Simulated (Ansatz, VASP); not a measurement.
## Co (Co strained to the junction's net): VASP beside Ansatz

Wanted: the spread between two codes on one cell, functional and k mesh. The structure shown is the end of the Ansatz relaxation below.

Calculated with Ansatz 0.2.0; plane waves, with VASP 6.6.1 beside it; single point at PBE.

### Step 1. The structure

It takes space group P6_3/mmc (No. 194, hexagonal). Conventional cell: a = 2.528 Å, b = 2.528 Å, c = 4.005 Å, α = 90.00°, β = 90.00°, γ = 120.00°. Nearest to Co lie 12 Co at 2.48 to 2.53 Å.

### Step 2. Ansatz: relaxation, PBE

Ansatz runs on its default PAW (the set named soft_2) files.

This run makes the geometry at which the two programs are then compared.

input.yaml reads:

```yaml
crystal:
  lattice:
    - [2.528, 0.0, 0.0]
    - [-1.264, 2.1893122208, 0.0]
    - [0.0, 0.0, 3.9869485944]
  atoms:
    - { symbol: Co, position: [0.0, 0.0, 0.0], spin: 1.7 }
    - { symbol: Co, position: [0.3333333333, 0.6666666667, 0.5], spin: 1.7 }
magnetization:
  spin_polarized: true
kpoints:
  mp_grid: { grid: [18, 18, 8] }
scf:
  occupations: { method: fermi_dirac, width: 0.1 }
  max_iter: 150
hamiltonian:
  xc: pbe
relax:
  f_tol: 0.01
  max_steps: 40
  cell: { fix: [a, b, angles] }
```

Launch:

```
> ansatz run input.yaml --threads 4 --pin off --max-ram 12288MiB --backend cpu --events-out ev --progress --plain --runs-dir out
```

Numbers of over 12 decimals in the logs are rounded to 6 here.

Output:

```text
Engine: ansatz 0.2.0, x86_64-unknown-linux-gnu
Pseudopotentials: kind: paw
Pseudopotential: Co, paw, valence charge 17, recommended cutoff 420 eV (normal), Co.paw.azcp
Functional definition: PBE
  parameter kappa = 0.804
  parameter beta = 0.066725
  exchange = pbe_x(kappa = kappa, mu = beta*pi^2/3)
  correlation = pbe_c(beta = beta)
Crystal: 2 atoms, lattice volume = 22.066 Å³
Basis set: ecut = 420 eV, 439 PW (Γ), exchange–correlation on 36×36×54 points (8 copies of the dense FFT grid, shifted against one another)
Bands: 23, of which v1, the nominal top of the filled ones, is band 17 counted from 1 (16 counted from 0)
Symmetry: 24 space group operations
Space group: P63/mmc (ITA 194), of the structure as read, at distance tolerance 2.8e-5 Å
Magnetic group: BNS 194.263 (UNI 1493), of the structure as read, at distance tolerance 2.8e-5 Å
k-points: 185 of 2592
Non-local potential: Co, projectors of the file, l = 0: 3, l = 1: 2, l = 2: 3, l = 3: 1
PAW form: soft (Blöchl's): semilocal exchange-correlation on the pseudo side does not see the compensation charge
PAW one-centre angular grid: Co, 590 points (default); XC on 64 Gauss nodes
Initial density: superposition of atomic densities (chi_scale 0.1, normalization cell)
Starting moments: Σ|m| = 3.4 μB on 2 of 2 sites
Initial wavefunctions: pseudopotential atomic-orbital guess
Functional: x = pbe(κ = 0.804, μ = 0.219515), c = pbe(β = 0.066725)
SCF iter   1: F=—  HF=-10251.685576 eV  |F-HF|=—  |Δ(HF+E_count)|=         —  Δρ=9.93e-2 (↑3.34e-2 ↓9.93e-2)  dr2=2.23e0  dr2_m=2.25e-1  M=3.258 μB ∫|m|=3.395 μB  β_m=0.30  ethr=3.10e-3  ⟨swp⟩=4.9  Hψ=31150  notcnv=0
Mixer restart at iter 1: flushing history
preconditioner: auto → none  [metal: Δε(μ)=0.008 eV  Ē_g=8.937 eV  σ=0.100 eV  W_gap=0.02  n_scr=8 (ndim 8)  ℏωp=33.5 eV  f_vac=0.000  D(μ)=2.07/eV (n_scr^D=22)  sad-step TF]
SCF iter   2: F=—  HF=-10251.002125 eV  |F-HF|=—  |Δ(HF+E_count)|=   6.83e-1  Δρ=4.47e-2 (↑2.12e-2 ↓4.47e-2)  dr2=1.41e-1  dr2_m=2.06e-1  M=3.305 μB ∫|m|=3.484 μB  β_m=0.37  ethr=3.10e-3  ⟨swp⟩=2.6  Hψ=16150  notcnv=0  defer=37
SCF iter   3: F=—  HF=-10251.640542 eV  |F-HF|=—  |Δ(HF+E_count)|=         —  Δρ=3.15e-2 (↑3.15e-2 ↓2.13e-2)  dr2=1.12e-2  dr2_m=1.38e-1  M=3.364 μB ∫|m|=3.605 μB  β_m=0.37  ethr=4.14e-4  ⟨swp⟩=2.0  Hψ=10669  notcnv=0  defer=37
Mixer restart at iter 3: flushing history
SCF iter   4: F=—  HF=-10251.962788 eV  |F-HF|=—  |Δ(HF+E_count)|=   3.22e-1  Δρ=2.02e-2 (↑2.02e-2 ↓1.05e-2)  dr2=1.08e-2  dr2_m=4.73e-2  M=3.325 μB ∫|m|=3.593 μB  β_m=0.64  ethr=3.29e-5  ⟨swp⟩=2.4  Hψ=16688  notcnv=0  defer=37
SCF iter   5: F=—  HF=-10252.302605 eV  |F-HF|=—  |Δ(HF+E_count)|=   3.40e-1  Δρ=2.21e-3 (↑2.13e-3 ↓2.21e-3)  dr2=1.43e-3  dr2_m=5.16e-4  M=3.244 μB ∫|m|=3.568 μB  β_m=0.82  ethr=3.18e-5  ⟨swp⟩=2.0  Hψ=17555  notcnv=0  defer=37
SCF iter   6: F=—  HF=-10252.320609 eV  |F-HF|=—  |Δ(HF+E_count)|=   1.80e-2  Δρ=5.78e-3 (↑5.48e-3 ↓5.78e-3)  dr2=1.58e-2  dr2_m=5.06e-5  M=3.226 μB ∫|m|=3.562 μB  β_m=0.54  ethr=4.19e-6  ⟨swp⟩=2.0  Hψ=16730  notcnv=0  defer=37  recentre
SCF iter   7: F=—  HF=-10252.319034 eV  |F-HF|=—  |Δ(HF+E_count)|=   1.58e-3  Δρ=9.26e-4 (↑7.93e-4 ↓9.26e-4)  dr2=3.55e-4  dr2_m=3.08e-5  M=3.225 μB ∫|m|=3.562 μB  β_m=0.77  ethr=4.19e-6  ⟨swp⟩=2.0  Hψ=15565  notcnv=0  defer=37
SCF iter   8: F=—  HF=-10252.320704 eV  |F-HF|=—  |Δ(HF+E_count)|=   1.67e-3  Δρ=7.42e-4 (↑4.63e-4 ↓7.42e-4)  dr2=1.88e-4  dr2_m=8.77e-6  M=3.219 μB ∫|m|=3.559 μB  β_m=0.88  ethr=1.05e-6  ⟨swp⟩=2.0  Hψ=11872  notcnv=0  defer=37
SCF iter   9: F=—  HF=-10252.320862 eV  |F-HF|=—  |Δ(HF+E_count)|=   1.57e-4  Δρ=2.22e-5 (↑1.53e-5 ↓2.22e-5)  dr2=1.52e-7  dr2_m=4.22e-9  M=3.217 μB ∫|m|=3.558 μB  β_m=0.84  ethr=5.52e-7  ⟨swp⟩=2.1  Hψ=12139  notcnv=0  defer=37
SCF iter  10: F=—  HF=-10252.320862 eV  |F-HF|=—  |Δ(HF+E_count)|=   3.56e-7  Δρ=8.53e-6 (↑8.53e-6 ↓6.39e-6)  dr2=7.94e-9  dr2_m=8.46e-10  M=3.217 μB ∫|m|=3.558 μB  β_m=0.77  ethr=4.47e-10  ⟨swp⟩=2.3  Hψ=14831  notcnv=0  defer=37
SCF iter  11: F=-10252.320862 eV  HF=-10252.320862 eV  |F-HF|=1.69e-9  |Δ(HF+E_count)|=  1.49e-10  Δρ=3.61e-6 (↑3.61e-6 ↓3.30e-6)  dr2=2.39e-9  dr2_m=1.36e-10  M=3.217 μB ∫|m|=3.558 μB  ethr=2.34e-11  ⟨swp⟩=2.0  Hψ=23218  notcnv=0
SCF 1 converged in 11 iterations: F = -10252.320862 eV  dr2 = 2.39e-9
  greatest PAW one-centre occupation: 1.001 electrons in one spin orbital (limit 2), on the Co atom at site 1 (counted from 0), in its partial waves of l = 1
relax step   1: F+E_penalty+E_count = -10252.32086189 eV  Δ(F+E_penalty+E_count) = +0.000e0 eV  max|allowed force component| = 2.776e-17 eV/Å  Δτ_max = 0.0000 Å  P = -3.079 GPa  Ω = 22.066 Å³  fix = [a, b, alpha, beta, gamma]  reactions: a -5.512, b -5.512 GPa  (11 SCF iters, dr2 threshold 1.00e-7 eV, accepted)
[...]
relax step   2: F+E_penalty+E_count = -10252.32120416 eV  Δ(F+E_penalty+E_count) = -3.423e-4 eV  max|allowed force component| = 2.776e-17 eV/Å  Δτ_max = 0.0000 Å  P = -3.511 GPa  Ω = 22.112 Å³  energy of the carried Pulay correction = -5.163e-5 eV  fix = [a, b, alpha, beta, gamma]  reactions: a -5.744, b -5.744 GPa  (6 SCF iters, dr2 threshold 2.00e-7 eV, accepted)
[...]
relax step   3: F+E_penalty+E_count = -10252.32130339 eV  Δ(F+E_penalty+E_count) = -9.923e-5 eV  max|allowed force component| = 3.007e-17 eV/Å  Δτ_max = 0.0000 Å  P = -3.999 GPa  Ω = 22.165 Å³  energy of the carried Pulay correction = -1.105e-4 eV  fix = [a, b, alpha, beta, gamma]  reactions: a -6.005, b -6.005 GPa  (6 SCF iters, dr2 threshold 2.00e-7 eV, accepted)
[...]
relax step   4: F+E_penalty+E_count = -10252.32141738 eV  Δ(F+E_penalty+E_count) = -1.140e-4 eV  max|allowed force component| = 1.850e-17 eV/Å  Δτ_max = 0.0000 Å  P = -3.992 GPa  Ω = 22.165 Å³  fix = [a, b, alpha, beta, gamma]  reactions: a -6.002, b -6.002 GPa  stress off target by 2.75e-2 GPa on what of the cell is left free  SCF on the basis re-selected at this cell (its energy is not comparable with the rows above)  (7 SCF iters)
basis re-selected at this cell: Δ(F+E_penalty+E_count) = -1.140e-4 eV, ΔP = +0.007 GPa vs the last step (what re-selecting the basis moved, of the pressure what is left beyond the Pulay correction that the steps carried, after the strain that the cell walked since its last selection, with what the two solves' SCF thresholds leave and, on support functions, any second-order correction that the steps lacked; it is no m [...]
SCF converged after 7 iterations
Magnetization: 3.2258 μB (18.6129 up, 15.3871 down)
Absolute magnetization: 3.5705 μB (∫|ρ↑−ρ↓|, with the PAW one-centre terms)
Spin contamination: 0.0598 ħ² per cell (⟨S²⟩ above its minimum at these occupations)
Per-site moments (μB) at R_I (Å): [(1.692399, 1.022122), (1.692399, 1.022122)]
Free energy (F): -10252.321417 eV
Harris-Foulkes:  -10252.321417 eV  (|F-HF|=1.82e-12)
Internal energy: -10252.260116 eV  (E = F + TS)
E sigma→0 (E₀):  -10252.290766 eV
Entropy (-TS):   -0.061302 eV (-30.651 meV/atom)
Fermi energy:    18.224241 eV
--- Per-component energies (eV) ---
  E_band       = -502.758421
  E_kinetic    = 906.041628
  E_local      = -5727.028787  (includes V_loc(G=0)·N_el)
  E_nonlocal   = 908.487079
  E_hartree    = 2398.195041
  E_xc         = -317.543269
  E_vxc        = -409.735338  (∫ρ·V_xc dr)
  E_paw        = -3030.268462  (= ΣΔE_a)
  E_vpaw       = -976.913301  (= ΣTr[D̂ρ^β])
  E_aug_tail   = 0.000151  (compensation charges beyond the density's cutoff)
  E_ewald      = -5390.143497
  E_smearing   = -0.061302  (= −TS)
  E_closure    = -0.000000  (closes the sum)
  Σ components = -10252.321417   (vs F -10252.321417, Δ=0.00e0)
--- Forces (eV/Å), atoms counted from 1 ---
  atom   1  Co    -0.00000000     0.00000000     0.00000000
  atom   2  Co     0.00000000    -0.00000000    -0.00000000
  max |Σ_I F_I| component: 1.39e-17 eV/Å
--- Stress (GPa, compression-positive) ---
       -6.001716      -0.000000      -0.000000
       -0.000000      -6.001716      -0.000000
       -0.000000      -0.000000       0.027508
  P = ⅓ Tr σ = -3.9920 GPa (-39.920 kbar)
--- Relaxed structure (3 steps of the walk, 3 accepted, 1 SCFs on fresh bases) ---
  F+E_penalty+E_count = -10252.32141738 eV   max|allowed force component| = 1.850e-17 eV/Å   (the final SCF, on the basis selected at the relaxed cell)
  cell:  # Å, volume = 22.1649 Å³
    - [2.528000, 0, 0.0]
    - [-1.264000, 2.189312, 0.0]
    - [0.0, 0.0, 4.004793]
  atoms:
    - { symbol: Co, position: [9.251858539620032e-18, -5.0885221963063393e-17, 0.0] }
    - { symbol: Co, position: [0.333333, 0.666667, 0.500000] }
```

In the SCF lines HF is the Harris–Foulkes energy and dr2 the Hartree energy of the density residual, in eV; the loop may stop once dr2 is under the threshold and the program's other checks hold. Hψ counts applications of the Hamiltonian.

### Step 3. VASP: single point, PBE

The same cell, functional, mesh and smearing now go to VASP, with its own data sets.

Lines of VASP's logs that name or quote its potential files are left out, and so is its time.

INCAR reads:

```
SYSTEM = Co
PREC = Accurate
ENCUT = 600
EDIFF = 1E-06
NELM = 200
ISMEAR = -1
SIGMA = 0.1
LREAL = .FALSE.
ALGO = Normal
GGA = PE
NBANDS = 18
ISPIN = 2
MAGMOM = 1.69 1.69
LASPH = .TRUE.
LMAXMIX = 4
LORBIT = 11
LWAVE = .FALSE.
LCHARG = .FALSE.
ISIF = 2
GGA_COMPAT = .FALSE.
KPAR = 2
```

POSCAR reads:

```
Co
1.0
    2.5280000000      0.0000000000      0.0000000000
   -1.2640000000      2.1893122208      0.0000000000
    0.0000000000      0.0000000000      4.0047926431
Co
2
Direct
    0.0000000000      0.0000000000      0.0000000000
    0.3333333333      0.6666666667      0.5000000000
```

KPOINTS reads:

```
Automatic mesh
0
Gamma
18 18 8
0 0 0
```

PAW data sets: Co (PBE family, release 64).

Launch:

```
> mpirun -np 2 vasp_std
```

Output:

```text
[banner, memory and clock lines left out]
running    2 mpi-ranks, on    1 nodes
 distrk:  each k-point on    1 cores,    2 groups
 distr:  one band on    1 cores,    1 groups

 POSCAR found type information on POSCAR Co
 POSCAR found :  1 types and       2 ions
 LDA part: xc-table for (Slater+PW92), standard interpolation
 POSCAR, INCAR and KPOINTS ok, starting setup
 FFT: planning ... GRIDC
 FFT: planning ... GRID_SOFT
 FFT: planning ... GRID
 WAVECAR not read
 entering main loop
       N       E                     dE             d eps       ncg     rms          rms(c)
DAV:   1     0.917468091131E+02    0.91747E+02   -0.84532E+03 13720   0.142E+03
DAV:   2    -0.121345383650E+02   -0.10388E+03   -0.94342E+02 13378   0.242E+02
DAV:   3    -0.161675663376E+02   -0.40330E+01   -0.38864E+01 14750   0.616E+01
DAV:   4    -0.162373087483E+02   -0.69742E-01   -0.69675E-01 17252   0.674E+00
DAV:   5    -0.162388717456E+02   -0.15630E-02   -0.15628E-02 15454   0.896E-01    0.145E+01
DAV:   6    -0.145642294453E+02    0.16746E+01   -0.95365E+00 14204   0.641E+01    0.757E+00
DAV:   7    -0.141158457191E+02    0.44838E+00   -0.15470E+00 15236   0.239E+01    0.370E+00
DAV:   8    -0.141015684769E+02    0.14277E-01   -0.19584E-02 17370   0.143E+00    0.180E+00
DAV:   9    -0.140866934467E+02    0.14875E-01   -0.38440E-03 20642   0.107E+00    0.588E-01
DAV:  10    -0.140869113329E+02   -0.21789E-03   -0.60419E-04 17906   0.334E-01    0.280E-01
DAV:  11    -0.140868898662E+02    0.21467E-04   -0.24241E-04 18670   0.254E-01    0.285E-02
DAV:  12    -0.140868873445E+02    0.25217E-05   -0.17285E-05 14092   0.389E-02    0.166E-02
DAV:  13    -0.140868859647E+02    0.13798E-05   -0.21640E-06 12264   0.204E-02    0.109E-02
DAV:  14    -0.140868860270E+02   -0.62347E-07   -0.90548E-07  9366   0.952E-03
   1 F= -.14086886E+02 E0= -.14055861E+02  d E =-.620496E-01  mag=     3.2101
```

Parts of OUTCAR (step 3):

```text
ion  position               nearest neighbor table
   1  0.000  0.000  0.000-   2 2.48   2 2.48   2 2.48   2 2.48   2 2.48   2 2.48
   2  0.333  0.667  0.500-   1 2.48   1 2.48   1 2.48   1 2.48   1 2.48   1 2.48

  LATTYP: Found a hexagonal cell.
 ALAT       =     2.5280000000
 C/A-ratio  =     1.5841743050

 Subroutine GETGRP returns: Found 24 space group operations
 (whereof 12 operations were pure point group operations)

The static configuration has the point symmetry D_3h.
 The point group associated with its full space group is D_6h.

 Found    185 irreducible k-points:

   k-points           NKPTS =    185   k-points in BZ     NKDIM =    185   number of bands    NBANDS=     18

   dimension x,y,z NGX =    20 NGY =   20 NGZ =   32
   dimension x,y,z NGXF=    40 NGYF=   40 NGZF=   64

   ENCUT  =  600.0 eV  44.10 Ry    6.64 a.u.   5.05  5.05  8.00*2*pi/ulx,y,z

   NELECT =      18.0000    total number of electrons

 k-points in reciprocal lattice and weights: Automatic mesh
   0.00000000  0.00000000  0.00000000       0.000
   0.05555556  0.00000000  0.00000000       0.002
   0.11111111  0.00000000  0.00000000       0.002
   0.16666667  0.00000000  0.00000000       0.002
   0.22222222 -0.00000000  0.00000000       0.002
   0.27777778 -0.00000000  0.00000000       0.002
   0.33333333 -0.00000000  0.00000000       0.002
   0.38888889 -0.00000000  0.00000000       0.002
   0.44444444 -0.00000000  0.00000000       0.002
[...]
0.33333333  0.27777778  0.50000000       0.005
   0.33333333  0.33333333  0.50000000       0.001

 average (electrostatic) potential at core
       1 -78.5740       2 -78.5740

 E-fermi :   9.9554

 spin component 1
 k-point     1 :       0.0000    0.0000    0.0000
  band No.  band energies     occupation
    ...
      7       7.7171      1.00000
      8       7.9773      1.00000
      9       7.9773      1.00000
     10       9.1183      0.99977
     11       9.1183      0.99977
     12      10.1298      0.14875
     13      16.4317      0.00000
     14      31.4847      0.00000
     15      33.6648      0.00000
     16      33.6648      0.00000
    ...

 k-point     2 :       0.0556    0.0000    0.0000
  band No.  band energies     occupation
    ...
      7       7.7590      1.00000
      8       7.9283      1.00000
      9       7.9459      1.00000
     10       8.7139      1.00000
     11       9.1329      0.99973
     12      10.6584      0.00088
     13      16.4507      0.00000
     14      30.6083      0.00000
     15      32.2619      0.00000
     16      32.4439      0.00000
    ...

 k-point     3 :       0.1111    0.0000    0.0000
  band No.  band energies     occupation
    ...
      7       7.7529      1.00000
      8       7.8601      1.00000
      9       7.8811      1.00000
     10       8.2391      1.00000
     11       9.1702      0.99961
     12      11.5853      0.00000
     13      16.5122      0.00000
     14      28.2718      0.00000
     15      30.8272      0.00000
     16      31.5286      0.00000
    ...

 k-point     4 :       0.1667    0.0000    0.0000
  band No.  band energies     occupation
    ...
      7       7.8035      1.00000
      8       7.9402      1.00000
      9       8.0234      1.00000
     10       8.0724      1.00000
     11       9.2174      0.99938
     12      12.6437      0.00000
     13      16.6271      0.00000
     14      25.7237      0.00000
     15      29.3003      0.00000
     16      30.9649      0.00000
    ...

 k-point     5 :       0.2222   -0.0000    0.0000
  band No.  band energies     occupation
    ...
      7       7.8943      1.00000
      8       8.0859      1.00000
      9       8.1864      1.00000
     10       8.3152      1.00000
     11       9.2634      0.99901
     12      13.7967      0.00000
     13      16.8046      0.00000
     14      23.2564      0.00000
     15      27.9116      0.00000
     16      30.3001      0.00000
    ...

 k-point     6 :       0.2778   -0.0000    0.0000
  band No.  band energies     occupation
    ...
      7       7.7829      1.00000
      8       8.3997      1.00000
      9       8.5166      1.00000
     10       8.5861      1.00000
     11       9.3022      0.99855
     12      15.0299      0.00000
     13      17.0076      0.00000
     14      21.0029      0.00000
     15      26.6922      0.00000
     16      28.7415      0.00000
    ...

  Total       -0.9156282     -0.9156282     -0.1251835     -0.0000000      0.0000000     -0.0000000
  in kB      -66.1858199    -66.1858199     -9.0488411     -0.0000000      0.0000000     -0.0000000
  external PRESSURE =     -47.1401603 kB  Pullay stress =       0.0000000 kB

  energy-cutoff  :      600.00
  volume of cell :       22.16
      direct lattice vectors                 reciprocal lattice vectors
     2.528000000  0.000000000  0.000000000     0.395569620  0.228382227  0.000000000
    -1.264000000  2.189312221  0.000000000     0.000000000  0.456764453  0.000000000
     0.000000000  0.000000000  4.004792643     0.000000000  0.000000000  0.249700818

 POSITION                                       TOTAL-FORCE (eV/Angst)
 -----------------------------------------------------------------------------------
      0.00000      0.00000      0.00000         0.000000      0.000000      0.000000
     -0.00000      1.45954      2.00240        -0.000000      0.000000      0.000000
 -----------------------------------------------------------------------------------
    total drift:                                0.000000     -0.000000     -0.000000

  FREE ENERGIE OF THE ION-ELECTRON SYSTEM (eV)
  ---------------------------------------------------
  free  energy   TOTEN  =       -14.0868860270 eV

  energy  without entropy=      -14.0248364717  energy(sigma->0) =      -14.05586125

 total charge
# of ion       s       p       d       tot
------------------------------------------
    1        0.480   0.502   7.252   8.234
    2        0.480   0.502   7.252   8.234
--------------------------------------------------
tot          0.959   1.004  14.504  16.468

 magnetization (x)
# of ion       s       p       d       tot
------------------------------------------
    1       -0.015  -0.054   1.699   1.629
    2       -0.015  -0.054   1.699   1.629
--------------------------------------------------
tot         -0.030  -0.109   3.398   3.259

[... 6 further parts left out ...]
```

The run ends at a pressure of -4.71 GPa.

### Step 4. Side by side

Known differences besides the potentials themselves: VASP starts from the moments at which Ansatz ended; the data sets hold 34 valence electrons in Ansatz (on its default PAW (the set named soft_2) files) and 18 in VASP; the cutoff is 420 eV in Ansatz and 600 eV in VASP; Ansatz's pressure holds a Pulay correction, VASP's none; site moments are counted in spheres of each program's own size. Total energies have different zeros and are not compared.

Compared:

| quantity | Ansatz | VASP | difference |
| --- | --- | --- | --- |
| pressure (GPa) | -3.99 | -4.71 | +0.72 |
| total moment (μB) | 3.23 | 3.21 | +0.02 |
| moment on Co1 (μB) | 1.69 | 1.63 | +0.06 |
| moment on Co2 (μB) | 1.69 | 1.63 | +0.06 |

### Step 5. Outcome

* difference in total moment (single point, PBE): 0.016 μB
* difference in pressure (single point, PBE): 0.72 GPa

The difference in pressure is 0.72 GPa (single point, PBE), within the 1 GPa picked in this series as the mark of a large difference. The data sets hold unlike numbers of valence electrons (34 in Ansatz and 18 in VASP), so part of the differences comes from the potentials. How closely two codes agree says nothing of how well the functional describes the real material.

[Lines on the potential files, build, host, timing and source positions are cut from VASP's logs without a mark.]

[Logs are printed without paths, hosts, clocks, repeated set-up lines and the standing remarks that a program may print on its own settings, such as how far it seeks lower states.]

[Hosts, paths, dates, database ids (printed as entryN), source tags and the programs' standing remarks are cut or masked in the printed files.]
